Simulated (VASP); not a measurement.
Given:

```yaml
crystal:
  lattice:
    - [0.00000, 2.13270, 2.13270]
    - [2.13270, 0.00000, 2.13270]
    - [2.13270, 2.13270, 0.00000]
  atoms:
    - { symbol: Mg, position: [0.00000, 0.00000, 0.00000] }
    - { symbol: O, position: [0.50000, 0.50000, 0.50000] }
```

Level of theory: G0W0 on PBE orbitals, VASP's PBE PAW potentials (set 64) (plane waves; VASP). Settings: PREC = Normal, 500 eV cut-off, 4×4×4 Γ-centred mesh, Gaussian smearing of 0.010 eV, potentials Mg_sv_GW O_GW_new.

The mesh is coarse and the basis finite, so the quasiparticle values are not converged.

NBANDS = 160, ENCUTGW = 200 eV, NOMEGA = 64. The PBE levels (eV) that the step starts from are:

```json
[
 {"state": "k1 (0.00, 0.00, 0.00), band 5", "KS energy": "-12.98", "filling": "2"},
 {"state": "k1 (0.00, 0.00, 0.00), band 6", "KS energy": "4.08", "filling": "2"},
 {"state": "k1 (0.00, 0.00, 0.00), band 7", "KS energy": "4.08", "filling": "2"},
 {"state": "k1 (0.00, 0.00, 0.00), band 8", "KS energy": "4.08", "filling": "2"},
 {"state": "k1 (0.00, 0.00, 0.00), band 9", "KS energy": "8.45", "filling": "0"},
 {"state": "k1 (0.00, 0.00, 0.00), band 10", "KS energy": "19.66", "filling": "0"},
 {"state": "k1 (0.00, 0.00, 0.00), band 11", "KS energy": "19.66", "filling": "0"},
 {"state": "k1 (0.00, 0.00, 0.00), band 12", "KS energy": "19.66", "filling": "0"},
 {"state": "k3 (0.50, 0.00, 0.00), band 5", "KS energy": "-11.76", "filling": "2"},
 {"state": "k3 (0.50, 0.00, 0.00), band 6", "KS energy": "-0.37", "filling": "2"},
 {"state": "k3 (0.50, 0.00, 0.00), band 7", "KS energy": "3.47", "filling": "2"},
 {"state": "k3 (0.50, 0.00, 0.00), band 8", "KS energy": "3.47", "filling": "2"},
 {"state": "k3 (0.50, 0.00, 0.00), band 9", "KS energy": "11.75", "filling": "0"},
 {"state": "k3 (0.50, 0.00, 0.00), band 10", "KS energy": "16.27", "filling": "0"},
 {"state": "k3 (0.50, 0.00, 0.00), band 11", "KS energy": "20.03", "filling": "0"},
 {"state": "k3 (0.50, 0.00, 0.00), band 12", "KS energy": "20.03", "filling": "0"},
 {"state": "k8 (-0.25, 0.50, 0.25), band 5", "KS energy": "-11.49", "filling": "2"},
 {"state": "k8 (-0.25, 0.50, 0.25), band 6", "KS energy": "1.26", "filling": "2"},
 {"state": "k8 (-0.25, 0.50, 0.25), band 7", "KS energy": "1.26", "filling": "2"},
 {"state": "k8 (-0.25, 0.50, 0.25), band 8", "KS energy": "2.38", "filling": "2"},
 {"state": "k8 (-0.25, 0.50, 0.25), band 9", "KS energy": "15.48", "filling": "0"},
 {"state": "k8 (-0.25, 0.50, 0.25), band 10", "KS energy": "15.48", "filling": "0"},
 {"state": "k8 (-0.25, 0.50, 0.25), band 11", "KS energy": "15.80", "filling": "0"},
 {"state": "k8 (-0.25, 0.50, 0.25), band 12", "KS energy": "19.12", "filling": "0"}
]
```

Question: Give the quasiparticle energies and renormalisation factors Z.

Answer: 
| state | QP energy (eV) | Z |
|---|---|---|
| k1 (0.00, 0.00, 0.00), band 5 | -15.44 | 0.73 |
| k1 (0.00, 0.00, 0.00), band 6 | 2.55 | 0.78 |
| k1 (0.00, 0.00, 0.00), band 7 | 2.55 | 0.78 |
| k1 (0.00, 0.00, 0.00), band 8 | 2.55 | 0.78 |
| k1 (0.00, 0.00, 0.00), band 9 | 9.43 | 0.83 |
| k1 (0.00, 0.00, 0.00), band 10 | 20.63 | 0.83 |
| k1 (0.00, 0.00, 0.00), band 11 | 20.63 | 0.83 |
| k1 (0.00, 0.00, 0.00), band 12 | 20.63 | 0.83 |
| k3 (0.50, 0.00, 0.00), band 5 | -14.16 | 0.73 |
| k3 (0.50, 0.00, 0.00), band 6 | -2.37 | 0.76 |
| k3 (0.50, 0.00, 0.00), band 7 | 1.84 | 0.78 |
| k3 (0.50, 0.00, 0.00), band 8 | 1.84 | 0.78 |
| k3 (0.50, 0.00, 0.00), band 9 | 12.70 | 0.83 |
| k3 (0.50, 0.00, 0.00), band 10 | 17.85 | 0.79 |
| k3 (0.50, 0.00, 0.00), band 11 | 21.27 | 0.83 |
| k3 (0.50, 0.00, 0.00), band 12 | 21.27 | 0.83 |
| k8 (-0.25, 0.50, 0.25), band 5 | -13.89 | 0.74 |
| k8 (-0.25, 0.50, 0.25), band 6 | -0.62 | 0.77 |
| k8 (-0.25, 0.50, 0.25), band 7 | -0.62 | 0.77 |
| k8 (-0.25, 0.50, 0.25), band 8 | 0.62 | 0.78 |
| k8 (-0.25, 0.50, 0.25), band 9 | 16.70 | 0.80 |
| k8 (-0.25, 0.50, 0.25), band 10 | 16.70 | 0.80 |
| k8 (-0.25, 0.50, 0.25), band 11 | 17.14 | 0.82 |
| k8 (-0.25, 0.50, 0.25), band 12 | 20.42 | 0.82 |
On the mesh the gap opens from 4.37 to 6.88 eV.

The compound is MgO in the rock salt structure. This cell is one point of a volume scan, at 1.04 of the reference volume. The k-mesh is coarse (spacing up to 0.64 per Å, 2π included), so the numbers may not be converged in it.
